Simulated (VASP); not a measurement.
```yaml
crystal:
  lattice:
    - [1.82902, -3.16795, 0.00000]
    - [1.82902, 3.16795, 0.00000]
    - [0.00000, 0.00000, 5.78782]
  atoms:
    - { symbol: Tl, position: [0.33333, 0.66667, 0.25000] }
    - { symbol: Tl, position: [0.66667, 0.33333, 0.75000] }
```

The numbers are results of RPBE GGA, VASP's PBE PAW potentials (set 64) (plane waves; VASP), not measurements. Settings: 520 eV cut-off, 13×13×7 Γ-centred mesh, tetrahedra with Blöchl corrections, potentials Tl_d.

Unless said otherwise, spin-orbit coupling is left out, though it shifts the bands of the heavy elements here.

### Question
Estimate the energy per atom (σ→0), band gap (on the k-mesh) with the smallest direct gap where there is one.

### Answer

The band gap (on the k-mesh) is none (metal, semimetal or under 0.01 eV) and the energy per atom (σ→0) is -1.837 eV/atom.

Total energies compare only between runs with the same potentials, cut-off and functional.

The compound is Tl in the hcp structure. It was relaxed first, which changed the volume by +17 %.
